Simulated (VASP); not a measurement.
F6S: single point with PBE

F6S, in a box:

```
F S
1.0
    13.23041    0.00000    0.00000
     0.00000   13.73041    0.00000
     0.00000    0.00000   14.23041
F S
6 1
Direct
  0.59869 0.54179 0.44788
  0.53977 0.54936 0.59628
  0.40097 0.46536 0.55230
  0.55621 0.40385 0.52404
  0.44376 0.60343 0.47598
  0.46020 0.45791 0.40374
  0.49988 0.50360 0.50006
```

| Quantity | Value |
| --- | --- |
| Program | VASP 6.6.1 |
| Task | single point |
| Functional | PBE |
| Potentials or basis | VASP PAW PBE potentials, release 64 (F, S) |
| Cutoff | 400 eV |
| k mesh | 1 × 1 × 1 |
| Occupations | gaussian, width 0.01 eV |
| Spin | no spin polarisation |

```yaml
Largest_force: 0.107 eV/Å
Gap_between_the_frontier_levels: 6.56 eV
```

Forces in eV/Å, atoms in the order of the input:
```
F    0.087  0.035 -0.053
F   -0.017 -0.007  0.009
F   -0.024 -0.010  0.017
F   -0.018 -0.006  0.009
F   -0.019 -0.008  0.012
F   -0.020 -0.008  0.013
S    0.011  0.004 -0.006
```

Levels at points of the mesh, in eV from the valence-band top:
```csv
k point,band 21,band 22,band 23,band 24,band 25,band 26,band 27,band 28
"(0.00, 0.00, 0.00)",-1.02,-0.01,-0.01,0.00,6.56,9.94,10.55,10.61
```

Wall time 44 s on 4 MPI ranks on Intel(R) Xeon(R) Platinum 8259CL CPU @ 2.50GHz (Skylake/Cascade Lake), on a shared host, peak memory 0.51 GiB a rank.
